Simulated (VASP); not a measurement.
Data:

```
C
1.0
    0.00000     1.71884     1.71884
    1.71884     0.00000     1.71884
    1.71884     1.71884     0.00000
C
2
Cartesian
  0.00000   0.00000   0.00000
  0.85942   0.85942   0.85942
```

Level of theory: LDA (Ceperley-Alder, Perdew-Zunger), VASP's LDA PAW potentials (set 64) (plane waves; VASP). Run with 620 eV cut-off, 13×13×13 Γ-centred mesh, Gaussian smearing of 0.050 eV, potentials C.

### Question
What does the run give for the energy per atom (σ→0), pressure?

### Answer

The energy per atom (σ→0) is -10067 meV/atom. The pressure comes out as 44.81 GPa.

Only differences to runs with the same potentials and settings are physical.

The compound is C in the diamond structure. It was relaxed first under an external pressure of 45 GPa.
